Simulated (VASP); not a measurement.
Calculation: PBE GGA, VASP's PBE PAW potentials (set 64) (plane waves; VASP 6.6.1).

The input files of a VASP run:

**POSCAR**
```
Ni3Fe
1
    3.6210000000     0.0000000000     0.0000000000
    0.0000000000     3.6210000000     0.0000000000
    0.0000000000     0.0000000000     3.6210000000
Fe Ni
1 3
Direct
  0.0000000000   0.0000000000   0.0000000000
  0.0000000000   0.5000000000   0.5000000000
  0.5000000000   0.0000000000   0.5000000000
  0.5000000000   0.5000000000   0.0000000000
```

**KPOINTS**
```
Automatic
0
Monkhorst
  5 5 5
0 0 0
```

INCAR:
```
SYSTEM = Ni3Fe
PREC = Accurate
ENCUT = 400
EDIFF = 1E-6
NELM = 100
ALGO = Normal
LREAL = .FALSE.
LASPH = .TRUE.
ISMEAR = 1
SIGMA = 0.1
GGA = PE
LMAXMIX = 4
ISPIN = 2
MAGMOM = 3.0 0.7 0.7 0.7
LORBIT = 10
LWAVE = .FALSE.
LCHARG = .FALSE.
ISIF = 2
```

POTCAR, in this order: Fe Ni (PBE.64 set). Program: vasp_std.

The resulting files:

OSZICAR:
```
       N       E                     dE             d eps       ncg     rms          rms(c)
DAV:   1     0.214326761002E+03    0.21433E+03   -0.14520E+04  1080   0.166E+03
DAV:   2    -0.174329336836E+02   -0.23176E+03   -0.22284E+03  1040   0.330E+02
DAV:   3    -0.289538900199E+02   -0.11521E+02   -0.10823E+02  1100   0.102E+02
DAV:   4    -0.291080456794E+02   -0.15416E+00   -0.15377E+00  1120   0.121E+01
DAV:   5    -0.291126979120E+02   -0.46522E-02   -0.46517E-02  1396   0.172E+00    0.196E+01
DAV:   6    -0.270280983729E+02    0.20846E+01   -0.42376E+01  1108   0.103E+02    0.266E+01
DAV:   7    -0.299988877622E+02   -0.29708E+01   -0.22308E+01  1282   0.125E+02    0.283E+01
DAV:   8    -0.247185019486E+02    0.52804E+01   -0.17391E+01  1290   0.543E+01    0.670E+00
DAV:   9    -0.249611840654E+02   -0.24268E+00   -0.87274E-01  1192   0.118E+01    0.373E+00
DAV:  10    -0.249365183799E+02    0.24666E-01   -0.14855E-01  1388   0.977E+00    0.178E+00
DAV:  11    -0.249301862146E+02    0.63322E-02   -0.65039E-02  1502   0.371E+00    0.133E+00
DAV:  12    -0.249332357373E+02   -0.30495E-02   -0.93695E-03  1176   0.226E+00    0.436E-01
DAV:  13    -0.249336548994E+02   -0.41916E-03   -0.33738E-03  1520   0.107E+00    0.605E-02
DAV:  14    -0.249337354053E+02   -0.80506E-04   -0.48526E-04  1336   0.218E-01    0.135E-01
DAV:  15    -0.249337176641E+02    0.17741E-04   -0.12405E-04  1264   0.299E-01    0.316E-02
DAV:  16    -0.249337191546E+02   -0.14905E-05   -0.20707E-05  1456   0.859E-02    0.319E-02
DAV:  17    -0.249337184977E+02    0.65688E-06   -0.49522E-06  1036   0.597E-02
   1 F= -.24933718E+02 E0= -.24932964E+02  d E =-.226460E-02  mag=     4.8633
```

### OUTCAR
```
------------------------ aborting loop because EDIFF is reached ----------------------------------------
  FORCE on cell =-STRESS in cart. coord.  units (eV):
  Direction    XX          YY          ZZ          XY          YZ          ZX
  --------------------------------------------------------------------------------------
  Total       -3.3158097     -3.3158097     -3.3158097     -0.0000000     -0.0000000      0.0000000
  in kB     -111.8960100   -111.8960100   -111.8960100     -0.0000000     -0.0000000      0.0000000
  external PRESSURE =    -111.8960100 kB  Pullay stress =       0.0000000 kB
  volume of cell :       47.48
      direct lattice vectors                 reciprocal lattice vectors
     3.621000000  0.000000000  0.000000000     0.276166805  0.000000000  0.000000000
     0.000000000  3.621000000  0.000000000     0.000000000  0.276166805  0.000000000
     0.000000000  0.000000000  3.621000000     0.000000000  0.000000000  0.276166805
 POSITION                                       TOTAL-FORCE (eV/Angst)
 -----------------------------------------------------------------------------------
      0.00000      0.00000      0.00000         0.000000      0.000000      0.000000
      0.00000      1.81050      1.81050         0.000000      0.000000      0.000000
      1.81050      0.00000      1.81050         0.000000      0.000000      0.000000
      1.81050      1.81050      0.00000         0.000000      0.000000      0.000000
 -----------------------------------------------------------------------------------
    total drift:                                0.000000     -0.000000     -0.000000
  FREE ENERGIE OF THE ION-ELECTRON SYSTEM (eV)
  ---------------------------------------------------
  free  energy   TOTEN  =       -24.9337184977 eV

  energy  without entropy=      -24.9314538973  energy(sigma->0) =      -24.93296363

 total charge

# of ion       s       p       d       tot
------------------------------------------
    1        0.450   0.449   6.070   6.969
    2        0.478   0.452   8.300   9.229
    3        0.478   0.452   8.300   9.229
    4        0.478   0.452   8.300   9.229
--------------------------------------------------
tot          1.883   1.806  30.969  34.657

 magnetization (x)

# of ion       s       p       d       tot
------------------------------------------
    1        0.013  -0.004   2.960   2.969
    2       -0.015  -0.045   0.714   0.654
    3       -0.015  -0.045   0.714   0.654
    4       -0.015  -0.045   0.714   0.654
--------------------------------------------------
tot         -0.033  -0.139   5.102   4.930
```
(Selected blocks of OUTCAR.)

### OUTCAR
```
 val. band max:        7.7952711706   @ k =   0.4000   0.2000   0.2000

 cond. band min:       7.8313222848   @ k =   0.4000   0.0000   0.0000


 Fermi energy:         7.8071429986

 spin component 1

 k-point     1 :       0.0000    0.0000    0.0000
  band No.  band energies     occupation
      1      -0.8724      1.00000
      2       2.8206      1.00000
      3       2.8206      1.00000
      4       3.5131      1.00000
      5       3.5131      1.00000
      6       3.5131      1.00000
      7       3.5262      1.00000
      8       5.2207      1.00000
      9       5.2207      1.00000
     10       5.2207      1.00000
     11       6.1185      1.00000
     12       6.1185      1.00000
     13       6.9266      1.00000
     14       6.9266      1.00000
     15       6.9824      1.00000
     16       6.9889      1.00000
     17       6.9889      1.00000
     18       6.9889      1.00000
     19       7.1301      1.00000
     20       7.1301      1.00000
     21       7.1301      1.00000
     22       9.9798      0.00000
     23       9.9798      0.00000
     24       9.9798      0.00000
     25      16.0592      0.00000
     26      16.0592      0.00000

 k-point     2 :       0.2000    0.0000    0.0000
  band No.  band energies     occupation
      1      -0.3842      1.00000
      2       2.9329      1.00000
      3       3.0256      1.00000
      4       3.6473      1.00000
      5       3.6721      1.00000
      6       3.6721      1.00000
      7       3.6948      1.00000
      8       5.0650      1.00000
      9       5.3334      1.00000
     10       5.3334      1.00000
     11       5.9394      1.00000
     12       6.1659      1.00000
     13       6.2797      1.00000
     14       6.2797      1.00000
     15       6.7261      1.00000
     16       6.7952      1.00000
     17       6.8502      1.00000
     18       6.8502      1.00000
     19       6.8947      1.00000
     20       6.9883      1.00000
...
```

The compound is Ni3Fe in the L1_2 structure. The cell was not relaxed at this level. The k-mesh is coarse (spacing up to 0.35 per Å, 2π included), so the numbers may not be converged in it. The run is one of a series of settings (KPOINTS 5×5×5 Monkhorst-Pack mesh against the base run), some of them coarse on purpose.
